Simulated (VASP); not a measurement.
The system is WAu.

```
CELL_PARAMETERS angstrom
0.00000 2.90921 2.90921
2.90921 0.00000 2.90921
2.90921 2.90921 0.00000
ATOMIC_POSITIONS crystal
W 0.00000 0.00000 0.00000
Au 0.75000 0.75000 0.75000
```

The cell was built by a generator and needn't be a form met in nature.

| Quantity | Value |
| --- | --- |
| Program | VASP 6.6.1 |
| Task | relaxation of cell and atoms |
| Functional | PBEsol |
| Potentials or basis | VASP PAW PBE potentials, release 64 (W_sv, Au) |
| Cutoff | 600 eV |
| k mesh | 8 × 8 × 8 |
| Occupations | methfessel-paxton, width 0.2 eV |
| Spin | no spin polarisation |

At the start: pressure -4.8 GPa; volume 24.62 Å³/atom.

Task: Where does the relaxation end?

Result: Over 4 steps the energy falls by 13.5 meV/atom and the volume is 23.74 Å³/atom (-3.6 %); space group F-43m (No. 216, to 0.05 Å).

Step by step:
| step | energy change (eV) | largest force (eV/Å) | pressure (GPa) | volume (Å³) |
| --- | --- | --- | --- | --- |
| 1 | 0.0000 | 0.0000 | -4.76 | 49.24 |
| 2 | 0.0887 | 0.0000 | 12.15 | 44.21 |
| 3 | -0.0270 | 0.0000 | -0.17 | 47.53 |
| 4 | -0.0271 | 0.0000 | 0.00 | 47.48 |

Final structure:
```xyz
2
Lattice="0.0000 2.8740 2.8740 2.8740 0.0000 2.8740 2.8740 2.8740 0.0000" Properties=species:S:1:pos:R:3 pbc="T T T"
W     0.0000    0.0000    0.0000
Au    4.3109    4.3109    4.3109
```

Caveat: the PAW data sets were made with another functional, which shifts forces and pressure a little.
